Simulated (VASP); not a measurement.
Input:

```
CELL_PARAMETERS angstrom
      4.04775     0.00000     0.00000
      0.00000     4.04775     0.00000
      0.00000     0.00000     4.04775
ATOMIC_POSITIONS crystal
  K  0.00000 0.00000 0.00000
  Mg 0.50000 0.50000 0.50000
  F  0.50000 0.00000 0.50000
  F  0.00000 0.50000 0.50000
  F  0.50000 0.50000 0.00000
```

The numbers are results of AM05 GGA, VASP's PBE PAW potentials (set 64) (plane waves; VASP), not measurements. Run with 520 eV cut-off, 6×6×6 Γ-centred mesh, Gaussian smearing of 0.050 eV, potentials K_sv Mg F.

Q: Estimate the energy per atom (σ→0), pressure, band gap (on the k-mesh) with the smallest direct gap where there is one.

A: 
| Quantity | Value |
|---|---|
| band gap (on the k-mesh) | 6.98 eV |
| smallest direct gap (on the k-mesh) | 7.30 eV |
| energy per atom (σ→0) | -4.893 eV/atom |
| pressure | -1.75 GPa |

Total energies compare only between runs with the same potentials, cut-off and functional.

The compound is KMgF3 in the cubic perovskite structure. This cell is one point of a volume scan, at 1.03 of the reference volume.
